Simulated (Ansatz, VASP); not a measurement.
**Sb (Antimony): VASP beside Ansatz**

One calculation is typed for both programs; each brings its own data sets. How far apart do they land? The cell is taken from a series of runs on this material, whose earlier steps may have relaxed, scaled, displaced or heated it; both programs get it as it stands.

Main program and level: Ansatz 0.2.0; plane waves, with VASP 6.6.1 beside it; zone-centre phonons at PBEsol.

### 1. The structure

It takes space group R-3m (No. 166, trigonal). The conventional cell has a = 4.496 Å, b = 4.496 Å, c = 10.619 Å, α = 90.00°, β = 90.00°, γ = 120.00°. Nearest to Sb lie 6 Sb at 2.98 to 3.33 Å.

As a file:

```cif
data_structure
_symmetry_space_group_name_H-M 'R-3m:H'
_symmetry_Int_Tables_number 166
_cell_length_a 4.4960
_cell_length_b 4.4960
_cell_length_c 10.6193
_cell_angle_alpha 90.000
_cell_angle_beta 90.000
_cell_angle_gamma 120.000
_cell_volume 185.90
loop_
_atom_site_label
_atom_site_type_symbol
_atom_site_symmetry_multiplicity
_atom_site_Wyckoff_symbol
_atom_site_fract_x
_atom_site_fract_y
_atom_site_fract_z
_atom_site_occupancy
Sb1 Sb 6 c 0.33333 0.66667 0.90204 1
```

### 2. VASP: zone-centre phonons, PBEsol

Second derivatives magnify differences that forces hide, and they need a tight electronic threshold.

Lines of VASP's logs that name or quote its potential files are left out, and so is its time.

Input file INCAR:

```
SYSTEM = Sb
PREC = Accurate
ENCUT = 500
EDIFF = 1E-08
NELM = 120
ISMEAR = 1
SIGMA = 0.2
LREAL = .FALSE.
ALGO = Normal
GGA = PS
NBANDS = 11
LORBIT = 11
LWAVE = .FALSE.
LCHARG = .FALSE.
ISIF = 2
IBRION = 8
LASPH = .TRUE.
GGA_COMPAT = .FALSE.
KPAR = 2
```

Input file POSCAR:

```
Sb
1.0
    2.2479762496      1.2978696929      3.5397693374
   -2.2479762496      1.2978696929      3.5397693374
    0.0000000000     -2.5957393857      3.5397693374
Sb
2
Direct
    0.2353771297      0.2353771297      0.2353771297
    0.7646228703      0.7646228703      0.7646228703
```

Input file KPOINTS:

```
Automatic mesh
0
Gamma
12 12 12
0 0 0
```

Potentials, in the order of the species: Sb (PBE family, release 64).

Launch:

```bash
> mpirun -np 2 vasp_std
```

Numbers of over 12 decimals in the logs are rounded to 6 here.

The log of the run:

```text
[banner, memory and clock lines left out]
running    2 mpi-ranks, on    1 nodes
 distrk:  each k-point on    1 cores,    2 groups
 distr:  one band on    1 cores,    1 groups

 POSCAR found type information on POSCAR Sb
 POSCAR found :  1 types and       2 ions
|                                                                             |
|               ----> ADVICE to this user running VASP <----                  |
|                                                                             |
|     You enforced a specific xc type in the INCAR file but a different       |
|     [... a line on the potential file left out ...]
|     I HOPE YOU KNOW WHAT YOU ARE DOING!                                     |
|                                                                             |

 LDA part: xc-table for (Slater+PW92), standard interpolation
 POSCAR, INCAR and KPOINTS ok, starting setup
 FFT: planning ... GRIDC
 FFT: planning ... GRID_SOFT
 FFT: planning ... GRID
 WAVECAR not read
 entering main loop
       N       E                     dE             d eps       ncg     rms          rms(c)
DAV:   1     0.334169507043E+02    0.33417E+02   -0.34932E+03  4158   0.689E+02
DAV:   2    -0.728770596347E+01   -0.40705E+02   -0.39628E+02  5507   0.110E+02
DAV:   3    -0.905810109691E+01   -0.17704E+01   -0.17535E+01  5139   0.261E+01
DAV:   4    -0.907341601583E+01   -0.15315E-01   -0.15307E-01  4644   0.289E+00
DAV:   5    -0.907360056260E+01   -0.18455E-03   -0.18455E-03  4871   0.354E-01    0.266E+00
DAV:   6    -0.906628174401E+01    0.73188E-02   -0.24073E-03  4659   0.289E-01    0.158E+00
DAV:   7    -0.906175398265E+01    0.45278E-02   -0.55031E-03  4533   0.433E-01    0.686E-02
DAV:   8    -0.906177069194E+01   -0.16709E-04   -0.24020E-04  4818   0.969E-02    0.194E-02
DAV:   9    -0.906177815126E+01   -0.74593E-05   -0.16749E-05  4782   0.270E-02    0.745E-03
DAV:  10    -0.906177734017E+01    0.81109E-06   -0.26906E-06  4719   0.865E-03    0.157E-03
DAV:  11    -0.906177723400E+01    0.10618E-06   -0.18048E-07  4713   0.298E-03    0.529E-04
DAV:  12    -0.906177726850E+01   -0.34503E-07   -0.16694E-08  4438   0.777E-04    0.138E-04
DAV:  13    -0.906177727707E+01   -0.85652E-08   -0.22772E-09  2421   0.276E-04
   1 F= -.90617773E+01 E0= -.90623346E+01  d E =0.167191E-02
 Linear response reoptimize wavefunctions to high precision
DAV:   1    -0.906177727774E+01   -0.67359E-09   -0.23837E-10  2751   0.111E-04
DAV:   2    -0.906177727773E+01    0.99476E-11   -0.25505E-11  2358   0.416E-05
 Linear response DOF=           2
 Linear response progress:
  Degree of freedom:   1/  2
       N       E                     dE             d eps       ncg     rms          rms(c)
RMM:   1    -0.253060929380E-01   -0.25306E-01    0.27891E-02 38537   0.115E+00
RMM:   2    -0.251754044652E-01    0.13069E-03   -0.15375E-03 30122   0.231E-01    0.481E-02
RMM:   3    -0.251922435160E-01   -0.16839E-04   -0.42158E-05 31801   0.386E-02    0.289E-02
RMM:   4    -0.252684011647E-01   -0.76158E-04   -0.18236E-05 31770   0.208E-02    0.190E-03
RMM:   5    -0.252732499176E-01   -0.48488E-05   -0.11520E-06 32693   0.333E-03    0.103E-03
RMM:   6    -0.252745808415E-01   -0.13309E-05    0.12645E-07 32329   0.890E-04    0.212E-04
RMM:   7    -0.252737581694E-01    0.82267E-06    0.41245E-08 33167   0.174E-04    0.934E-05
RMM:   8    -0.252736569521E-01    0.10122E-06   -0.30741E-08 33156   0.701E-05    0.133E-05
RMM:   9    -0.252736581293E-01   -0.11772E-08   -0.12453E-08 33756   0.148E-05    0.194E-06
 first order change of Fermi-energy  -0.13366E-04
 force on displaced ion       1 direction 1 :  -0.585   0.000   0.000
 Linear response progress:
  Degree of freedom:   2/  2
       N       E                     dE             d eps       ncg     rms          rms(c)
RMM:   1    -0.254947812321E-01   -0.25495E-01    0.16949E-02  8088   0.115E+00
RMM:   2    -0.245386952022E-01    0.95609E-03   -0.14647E-03  6493   0.238E-01    0.418E-02
RMM:   3    -0.244367089789E-01    0.10199E-03   -0.37974E-05  6902   0.407E-02    0.250E-02
RMM:   4    -0.243562718242E-01    0.80437E-04   -0.21429E-05  6792   0.228E-02    0.574E-03
RMM:   5    -0.243640518799E-01   -0.77801E-05   -0.59307E-07  7015   0.476E-03    0.240E-03
RMM:   6    -0.243670199917E-01   -0.29681E-05   -0.53864E-08  7036   0.113E-03    0.652E-04
RMM:   7    -0.243663602286E-01    0.65976E-06    0.12740E-09  7122   0.255E-04    0.251E-04
RMM:   8    -0.243663491864E-01    0.11042E-07    0.19278E-09  7134   0.887E-05    0.283E-05
RMM:   9    -0.243663413884E-01    0.77980E-08   -0.94395E-11  7339   0.162E-05    0.109E-05
 first order change of Fermi-energy   0.41782E-02
 force on displaced ion       1 direction 3 :   0.000  -0.000  -3.651
 Linear response finished
```

From OUTCAR (step 2):

```text
ion  position               nearest neighbor table
   1  0.235  0.235  0.235-   2 2.98   2 2.98   2 2.98   2 3.33   2 3.33   2 3.33
   2  0.765  0.765  0.765-   1 2.98   1 2.98   1 2.98   1 3.33   1 3.33   1 3.33

  LATTYP: Found a trigonal (rhomboedric) cell.
 ALAT       =     4.3895136314
 COS(alpha) =     0.4754575643

 Subroutine GETGRP returns: Found 12 space group operations
 (whereof 12 operations were pure point group operations)

The static configuration has the point symmetry D_3d.

 Found    189 irreducible k-points:

   k-points           NKPTS =    189   k-points in BZ     NKDIM =    189   number of bands    NBANDS=     11

   dimension x,y,z NGX =    32 NGY =   32 NGZ =   32
   dimension x,y,z NGXF=    64 NGYF=   64 NGZF=   64

   ENCUT  =  500.0 eV  36.75 Ry    6.06 a.u.   8.00  8.00  8.00*2*pi/ulx,y,z

   NELECT =      10.0000    total number of electrons

 k-points in reciprocal lattice and weights: Automatic mesh
   0.00000000  0.00000000  0.00000000       0.001
   0.08333333  0.00000000  0.00000000       0.003
   0.16666667  0.00000000  0.00000000       0.003
   0.25000000  0.00000000  0.00000000       0.003
   0.33333333  0.00000000 -0.00000000       0.003
   0.41666667  0.00000000  0.00000000       0.003
   0.50000000  0.00000000  0.00000000       0.002
   0.08333333  0.08333333  0.00000000       0.003
   0.16666667  0.08333333  0.00000000       0.007
[...]
-0.41666667  0.50000000  0.41666667       0.003
   0.50000000  0.50000000  0.50000000       0.001

 average (electrostatic) potential at core
       1 -86.0188       2 -86.0188

  Total       -1.3859792     -1.3859792      0.0191547      0.0000000      0.0000000      0.0000000
  in kB      -35.8358969    -35.8358969      0.4952633      0.0000000      0.0000000      0.0000000
  external PRESSURE =     -23.7255102 kB  Pullay stress =       0.0000000 kB

  energy-cutoff  :      500.00
  volume of cell :       61.97
      direct lattice vectors                 reciprocal lattice vectors
     2.247976250  1.297869693  3.539769337     0.222422279  0.128415563  0.094168094
    -2.247976250  1.297869693  3.539769337    -0.222422279  0.128415563  0.094168094
     0.000000000 -2.595739386  3.539769337     0.000000000 -0.256831125  0.094168094

 POSITION                                       TOTAL-FORCE (eV/Angst)
 -----------------------------------------------------------------------------------
      0.00000      0.00000      2.49954         0.000000      0.000000      0.032645
      0.00000      0.00000      8.11977         0.000000     -0.000000     -0.032645
 -----------------------------------------------------------------------------------
    total drift:                                0.000000      0.000000      0.000000

 Eigenvectors and eigenvalues of the dynamical matrix
 ----------------------------------------------------

   1 f  =    3.828766 THz    24.056847 2PiTHz  127.713893 cm-1    15.834498 meV
             X         Y         Z           dx          dy          dz
      0.000000  0.000000  2.499542     0.000000    0.000000    0.707107
      0.000000  0.000000  8.119766    -0.000000   -0.000000   -0.707107

   2 f  =    1.532256 THz     9.627451 2PiTHz   51.110574 cm-1     6.336901 meV
             X         Y         Z           dx          dy          dz
      0.000000  0.000000  2.499542     0.000002    0.707107   -0.000000
      0.000000  0.000000  8.119766    -0.000002   -0.707107    0.000000

   3 f  =    1.532256 THz     9.627451 2PiTHz   51.110574 cm-1     6.336901 meV
             X         Y         Z           dx          dy          dz
      0.000000  0.000000  2.499542    -0.707107    0.000002   -0.000000
      0.000000  0.000000  8.119766     0.707107   -0.000002    0.000000

   4 f  =    0.000000 THz     0.000000 2PiTHz    0.000001 cm-1     0.000000 meV
             X         Y         Z           dx          dy          dz
      0.000000  0.000000  2.499542     0.049645    0.221893   -0.669551
      0.000000  0.000000  8.119766     0.049645    0.221893   -0.669551

   5 f  =    0.000000 THz     0.000000 2PiTHz    0.000001 cm-1     0.000000 meV
             X         Y         Z           dx          dy          dz
      0.000000  0.000000  2.499542     0.702195    0.047984    0.067968
      0.000000  0.000000  8.119766     0.702195    0.047984    0.067968

   6 f/i=    0.000000 THz     0.000000 2PiTHz    0.000001 cm-1     0.000000 meV
             X         Y         Z           dx          dy          dz
      0.000000  0.000000  2.499542     0.066764   -0.669673   -0.216982
      0.000000  0.000000  8.119766     0.066764   -0.669673   -0.216982

 ELASTIC MODULI CONTR FROM IONIC RELAXATION (kBar)
 Direction    XX          YY          ZZ          XY          YZ          ZX
 --------------------------------------------------------------------------------
 XX         -80.2750    -40.3664    -98.7051     -0.0000    112.9050      0.0000
 YY         -40.3664    -80.2750    -98.7051      0.0000   -112.9050     -0.0000
 ZZ         -98.7051    -98.7051   -161.5151      0.0000     -0.0000     -0.0000
 XY          -0.0000      0.0000      0.0000    -19.9543      0.0000    109.0140
 YZ         112.9050   -112.9050     -0.0000      0.0000   -638.8364     -0.0000
 ZX           0.0000     -0.0000     -0.0000    109.0140     -0.0000   -595.5626
 --------------------------------------------------------------------------------
```

### 3. Ansatz: zone-centre phonons, PBEsol

Ansatz runs on its PAW soft_1 files.

The same cell, functional, mesh and smearing now go to Ansatz, which takes its cutoff from its data sets.

Input file input.yaml:

```yaml
crystal:
  lattice:
    - [2.2479762496, 1.2978696929, 3.5397693374]
    - [-2.2479762496, 1.2978696929, 3.5397693374]
    - [0.0, -2.5957393857, 3.5397693374]
  atoms:
    - { symbol: Sb, position: [0.2353771297, 0.2353771297, 0.2353771297] }
    - { symbol: Sb, position: [0.7646228703, 0.7646228703, 0.7646228703] }
kpoints:
  mp_grid: { grid: [12, 12, 12] }
hamiltonian:
  xc: pbesol
  pseudopotentials: { kind: paw, azcp: { folder: soft_1 }, xc_functional: pbe }
scf:
  occupations: { method: methfessel_paxton, width: 0.2 }
output:
  eigenvalues: true
phonons:
  method: dfpt
```

Launch:

```bash
> ansatz run input.yaml --threads 4 --pin off --max-ram 10240MiB --backend cpu --events-out ev --progress --plain --runs-dir out
```

The log of the run:

```text
Engine: ansatz 0.2.0, x86_64-unknown-linux-gnu
Pseudopotentials: kind: paw
Pseudopotential: Sb, paw, valence charge 15, recommended cutoff 420 eV (normal), soft_1/Sb.paw.azcp
Functional definition: PBEsol
  exchange = pbesol_x
  correlation = pbesol_c
Crystal: 2 atoms, lattice volume = 61.965 Å³
Basis set: ecut = 420 eV, 1229 PW (Γ), exchange–correlation on 60×60×60 points (8 copies of the dense FFT grid, shifted against one another)
Bands: 19, of which v1, the nominal top of the filled ones, is band 15 counted from 1 (14 counted from 0)
Symmetry: 12 space group operations
k-points: 476 of 1728 (irreducible under 2 space group operations, time reversal used)
Non-local potential: Sb, projectors of the file, l = 0: 2, l = 1: 2, l = 2: 2, l = 3: 1
PAW form: soft (Blöchl's): semilocal exchange-correlation on the pseudo side does not see the compensation charge
PAW frozen core: Sb, regenerated for the run's functional, and the local potential with it (the file was generated under x = pbe(κ = 0.804, μ = 0.219515), c = pbe(β = 0.066725))
PAW one-centre angular grid: Sb, 590 points (default); XC on 64 Gauss nodes
Initial density: superposition of atomic densities (chi_scale 0.1, normalization cell)
Initial wavefunctions: pseudopotential atomic-orbital guess
Functional: x = pbesol(κ = 0.804, μ = 0.123457), c = pbesol(β = 0.046)
SCF iter   1: F=—  HF=-12816.280501 eV  |F-HF|=—  |Δ(HF+E_count)|=         —  Δρ=1.37e-2  dr2=9.07e-2  ethr=3.10e-3  ⟨swp⟩=5.9  Hψ=46692  notcnv=0
preconditioner: auto → Kerker (q_TF=auto, 2.418 Å⁻¹)  [metal: Δε(μ)=0.020 eV  Ē_g=8.478 eV  σ=0.200 eV  W_gap=0.08  n_scr=14 (ndim 8)  ℏωp=14.9 eV  f_vac=0.000  D(μ)=0.29/eV (n_scr^D=0)]
SCF iter   2: F=—  HF=-12816.271792 eV  |F-HF|=—  |Δ(HF+E_count)|=   8.71e-3  S|Δr|=    0.00e0  Δρ=8.80e-3  dr2=3.77e-2  ethr=3.02e-4  ⟨swp⟩=1.0  Hψ=12878  notcnv=0
SCF iter   3: F=—  HF=-12816.268318 eV  |F-HF|=—  |Δ(HF+E_count)|=   3.47e-3  S|Δr|=    0.00e0  Δρ=1.03e-3  dr2=8.63e-4  ethr=1.26e-4  ⟨swp⟩=2.0  Hψ=15863  notcnv=0
SCF iter   4: F=—  HF=-12816.268458 eV  |F-HF|=—  |Δ(HF+E_count)|=   1.41e-4  S|Δr|=    0.00e0  Δρ=3.58e-4  dr2=1.39e-4  ethr=2.88e-6  ⟨swp⟩=1.1  Hψ=9107  notcnv=0
SCF iter   5: F=—  HF=-12816.268509 eV  |F-HF|=—  |Δ(HF+E_count)|=   5.07e-5  S|Δr|=    0.00e0  Δρ=8.77e-5  dr2=6.48e-6  ethr=4.64e-7  ⟨swp⟩=2.0  Hψ=11152  notcnv=0
SCF iter   6: F=—  HF=-12816.268510 eV  |F-HF|=—  |Δ(HF+E_count)|=   1.34e-6  S|Δr|=    0.00e0  Δρ=3.43e-5  dr2=4.43e-7  ethr=2.16e-8  ⟨swp⟩=2.0  Hψ=16215  notcnv=0
SCF iter   7: F=—  HF=-12816.268510 eV  |F-HF|=—  |Δ(HF+E_count)|=   2.02e-7  S|Δr|=    0.00e0  Δρ=9.91e-6  dr2=5.16e-8  ethr=1.48e-9  ⟨swp⟩=2.0  Hψ=16209  notcnv=0
SCF iter   8: F=—  HF=-12816.268510 eV  |F-HF|=—  |Δ(HF+E_count)|=   1.94e-9  S|Δr|=    0.00e0  Δρ=2.42e-6  dr2=7.09e-9  ethr=1.72e-10  ⟨swp⟩=2.9  Hψ=16766  notcnv=0
SCF iter   9: F=—  HF=-12816.268510 eV  |F-HF|=—  |Δ(HF+E_count)|=  7.66e-10  S|Δr|=    0.00e0  Δρ=8.84e-7  dr2=1.30e-9  ethr=2.36e-11  ⟨swp⟩=1.3  Hψ=9242  notcnv=0
SCF iter  10: F=—  HF=-12816.268510 eV  |F-HF|=—  |Δ(HF+E_count)|=  6.18e-11  S|Δr|=    0.00e0  Δρ=3.01e-7  dr2=7.74e-11  ethr=4.34e-12  ⟨swp⟩=2.0  Hψ=11360  notcnv=0
SCF iter  11: F=-12816.268510 eV  HF=-12816.268510 eV  |F-HF|=1.82e-12  |Δ(HF+E_count)|=  1.46e-11  S|Δr|=    0.00e0  Δρ=9.63e-8  dr2=4.23e-12  ethr=1.00e-12  ⟨swp⟩=6.0  Hψ=38752  notcnv=0
SCF 1 converged in 11 iterations: F = -12816.268510 eV  dr2 = 4.23e-12
  greatest PAW one-centre occupation: 0.996 electrons in one spin orbital (limit 2), on the Sb atom at site 1 (counted from 0), in its partial waves of l = 2
DFPT response loops at Γ: preconditioner auto → Kerker (q_TF=auto, 2.418 Å⁻¹) (partly filled bands, converged f_vac=0.001); β = 1.00, the filter's whole step (`scf.mixing.beta` (0.50) is not read by the response loops under this deck's `scf.mixing.preconditioner`; to damp them name `kerker` or `kerker_dos`, under which they read `scf.mixing.beta`, and type it under 1.00, their step now; both keys bind the ground state too); Broyden in place of MSR1
SCF converged after 11 iterations
Stability not checked: this state was not tested for a lower state beside it, because cold or Methfessel-Paxton smearing, or corrected tetrahedra, fill the levels in a way that the test cannot read (fill_not_monotonic; see scf.lower_state_search)
Free energy (F): -12816.268510 eV
Harris-Foulkes:  -12816.268510 eV  (|F-HF|=1.82e-12)
Internal energy: -12816.270218 eV  (E = F + TS)
E sigma→0 (E₀):  -12816.268937 eV
Entropy (-TS):   0.001707 eV (0.854 meV/atom)
Fermi energy:    9.479651 eV
--- Per-component energies (eV) ---
  E_band       = -345.291456
  E_kinetic    = 324.675994
  E_local      = -3192.740075  (includes V_loc(G=0)·N_el)
  E_nonlocal   = 782.099188
  E_hartree    = 1317.471094
  E_xc         = -196.086684
  E_vxc        = -181.111373  (∫ρ·V_xc dr)
  E_paw        = -8934.604883  (= ΣΔE_a)
  E_vpaw       = -713.157656  (= ΣTr[D̂ρ^β])
  E_aug_tail   = 0.000268  (compensation charges beyond the density's cutoff)
  E_ewald      = -2917.748829
  E_core_change = 0.663710  (= ΣΔE_core)
  E_smearing   = 0.001707  (= −TS)
  E_closure    = -0.000000  (closes the sum)
  Σ components = -12816.268510   (vs F -12816.268510, Δ=0.00e0)
--- Band table (eV; the first three rows and the last of 476) ---
  k-point 0: bands = [... 11 lower, 4.7583, 7.7142, 7.7142, 8.4063, 12.0061, 12.5439, 12.5439, 14.4421]
  k-point 1: bands = [... 11 lower, 4.4074, 7.7214, 7.9170, 8.4122, 11.8474, 12.3262, 12.3608, 14.3212]
  k-point 2: bands = [... 11 lower, 3.6001, 7.7477, 8.2452, 8.4855, 11.4162, 11.7753, 11.9119, 14.2643]
  k-point 475: bands = [... 11 lower, 0.8759, 8.2315, 8.2315, 8.6655, 9.3811, 9.3811, 10.1559, 17.2336]
--- Phonons (Γ-DFPT): 2 representative perturbations + reference, on 476 of 1728 k-points (Σ response iterations 6) ---
  k mesh reduced under 2 symmetry operations, with k and −k counted as one. Each operation leaves every solved perturbation unchanged. A smaller set is not used because it would not reduce the number of displacements times k-points to solve
  ASR residual: 9.998e-6 → 0.000e0 eV/Å²; symmetrization residual: 1.721e-6 eV/Å²
  ASR residual per site (eV/Å²): 1.00e-5 1.00e-5
  Γ frequencies (cm⁻¹): 0.00 0.00 0.00 46.37 46.37 126.05
  non-analytic LO–TO correction: not included (Born effective charges unavailable; polar crystals: no LO–TO splitting at Γ)
```

The column dr2 measures how far the density is from self-consistency, as an energy; F and HF (Harris–Foulkes) agree once it is small.

### 4. Side by side

Known differences besides the potentials themselves: the data sets hold 30 valence electrons in Ansatz (on its PAW soft_1 files) and 10 in VASP; the cutoff is 420 eV in Ansatz and 500 eV in VASP; Ansatz makes its cores anew for this functional, VASP keeps those of its PBE data sets. Total energies have different zeros and are not compared.

The two programs side by side:

```csv
quantity,Ansatz,VASP,difference
optical mode 1 to 2 (cm⁻¹),46.4,51.1,-4.7
optical mode 3 (cm⁻¹),126.0,127.7,-1.30 %
```

Modes are paired by rising frequency, not by their patterns, so a pair may set unlike modes beside each other; they are those without the splitting of longitudinal modes.

### 5. What came out

* r.m.s. difference of the optical zone-centre modes, each program's sorted by frequency (zone-centre phonons, PBEsol): 4.0 cm⁻¹
* difference in optical mode 3 (zone-centre phonons, PBEsol): -1.3 %

What this shows: The r.m.s. difference of the optical zone-centre modes, each program's sorted by frequency is 4.0 cm⁻¹ (zone-centre phonons, PBEsol). The data sets hold unlike numbers of valence electrons (30 in Ansatz and 10 in VASP), so part of the differences comes from the potentials. Among the rows given in per cent, the largest difference of the zone-centre phonons, PBEsol pair is in optical mode 3, -1.3 %. How closely two codes agree says nothing of how well the functional describes the real material.

[Lines on the potential files, build, host, timing and source positions are cut from VASP's logs without a mark.]

[Logs are printed without paths, hosts, clocks, repeated set-up lines and the standing remarks that a program may print on its own settings, such as how far it seeks lower states.]

[Hosts, paths, dates, database ids (printed as entryN), source tags and the programs' standing remarks are cut or masked in the printed files.]
